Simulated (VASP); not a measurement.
VASP ran on this input.

**KPOINTS**
```
kpoints
0
G
 7 7 7
0 0 0
```

POSCAR:
```
PbF2
1
    0.0000000000     3.0333611762     3.0333611762
    3.0333611762     0.0000000000     3.0333611762
    3.0333611762     3.0333611762     0.0000000000
Pb F
1 2
Direct
  0.0000000000   0.0000000000   0.0000000000
  0.2500000000   0.2500000000   0.2500000000
  0.7500000000   0.7500000000   0.7500000000
```

### INCAR
```
SYSTEM = PbF2
PREC = Accurate; ENCUT = 520; LREAL = .False.
LASPH = .True.
EDIFF = 1E-7; NELM = 100; ALGO = Normal
LMAXMIX = 4
ISMEAR = -5
GGA = RE
ISIF = 2
LWAVE = .False.; LCHARG = .True.; LORBIT = 11
NEDOS = 601
LEFG = .True.
```

POTCAR, in this order: Pb_d F (PBE.64 set). Program: vasp_std.

Problem. Write an equivalent input for Quantum ESPRESSO's pw.x.

Solution. One equivalent input (not run):
```
&CONTROL
  calculation = 'scf'
  pseudo_dir = './pseudo'
  outdir = './out'
  tprnfor = .true.
  tstress = .true.
/
&SYSTEM
  ibrav = 0
  nat = 3
  ntyp = 2
  ecutwfc = 84
  occupations = 'tetrahedra'
  input_dft = 'revpbe'
/
&ELECTRONS
  conv_thr = 7.3e-09
  electron_maxstep = 100
/
ATOMIC_SPECIES
  Pb 207.200 Pb.upf
  F 18.998 F.upf
CELL_PARAMETERS angstrom
     0.0000000    3.0333612    3.0333612
     3.0333612    0.0000000    3.0333612
     3.0333612    3.0333612    0.0000000
ATOMIC_POSITIONS crystal
  Pb   0.0000000  0.0000000  0.0000000
  F    0.2500000  0.2500000  0.2500000
  F    0.7500000  0.7500000  0.7500000
K_POINTS automatic
  7 7 7 0 0 0
```
Limits of the translation: the potentials are each code's own (VASP's PAW set, PseudoDojo norm-conserving files in pw.x), so ENCUT and ecutwfc are chosen apart and not converted; conv_thr bounds pw.x's estimated SCF error, while EDIFF bounds the energy change between steps; the field gradients of LEFG aren't asked of the other code.

The compound is PbF2 in the fluorite structure, the β form. It was relaxed first, which changed the volume by +7 %.
